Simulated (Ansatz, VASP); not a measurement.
**ZrSnSe: VASP beside Ansatz**

```
Zr Sn Se
1.0
     3.34542    0.00000    0.00000
     0.00000    3.34542    0.00000
     0.00000    0.00000   30.68785
Zr Sn Se
1 1 1
Cartesian
  0.0000 0.0000 8.6133
  1.6727 1.6727 10.9814
  1.6727 1.6727 7.2914
```

The cell was built by a generator and needn't be a form met in nature.

Alike in both runs: task single point; functional PBE; k mesh 14 × 14 × 1; occupations gaussian, width 0.1 eV; no spin polarisation.

|  | VASP | Ansatz |
| --- | --- | --- |
| version | VASP 6.6.1 | Ansatz 0.2.0 |
| potentials or method | VASP PAW PBE potentials, release 64 (Zr_sv, Sn_d, Se) | scalar-relativistic, plane waves, PAW |
| plane-wave cutoff (eV) | 520 | 420 |
| valence electrons in the cell | 32 | 42 |

Ansatz gave:

| Property | Result |
| --- | --- |
| gap on the k mesh at the Fermi level (eV) | none |
| rms of the force components (eV/Å) | 0.000 |

**Question.** Which values does VASP return?

**Answer.** gap on the k mesh at the Fermi level (eV): none; rms of the force components (eV/Å): 0.008.

Atom by atom the forces differ by 0.008 eV/Å (rms over components). A gap of «none» marks a metal or a gap that the smearing closes. The two sets of potentials don't hold the same shells in valence.
